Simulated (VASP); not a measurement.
# BP: band gap against strain

BP (zinc blende, F-43m, 11.635 Å³/atom and stress up to 0.01 GPa in the relaxed cell, cube axes along x, y and z) under an equal strain ε along all three axes. r2SCAN in VASP (plane waves, PAW), 600 eV, 12×12×12 Γ-centred mesh, Gaussian smearing 0.05 eV; ions are relaxed, or left where forces stay under 0.02 eV/Å, within the symmetry of each cell. Gaps are the smallest on the run's k-mesh, which can miss an edge that lies off it, without spin-orbit coupling; in all rows the valence edge lies at Γ and the conduction edge at about 1.2 Å⁻¹ from Γ.

Here s stands for strain and Eg for gap.

```csv
strain (%),gap (eV)
-3.00,?
-1.50,1.37
-1.00,1.39
-0.50,1.42
0.00,1.44
0.50,1.46
1.00,1.48
1.50,1.50
```

The 7 complete rows are fitted with a straight line, Eg against s. Means: s 0, Eg 1.437. About the means, the sum of products is 0.30500 and the sum of squares of s is 7.0000; the slope is their ratio. Least squares gives Eg = 1.437 + 0.0436·s. Residuals (row less fit): -0.002, -0.003, 0.005, 0.003, 0.001, -0.001, -0.002; standard error 0.003 (degrees of freedom: 5). Over these rows the gap moves by 4.4 ± 0.1 eV per unit strain, or 1.5 eV per unit of ln V.

Q: What does the fit predict for Eg at s = -3.00, and how far is the calculated value from it?

A: Eg = 1.437 + 0.0436 × (-3.0) = 1.306 eV. The calculation gives 1.30 eV, 0.006 eV below the prediction (3.0 % of the range of Eg in the table). The row lies outside the fitted rows, so this is an extrapolation. The scatter of the fitted rows lies at the last printed digit.

Other structures, which can take over under pressure, weren't tried. Rows are the converged runs of the series near zero and its far end; series whose fitted rows scatter by over a few per cent of the range, as at a crossing or softening among them, aren't shown in this form, nor equations of state whose B0' disagrees with the runs' pressures. Most that stay on the fit to the last digits aren't either.
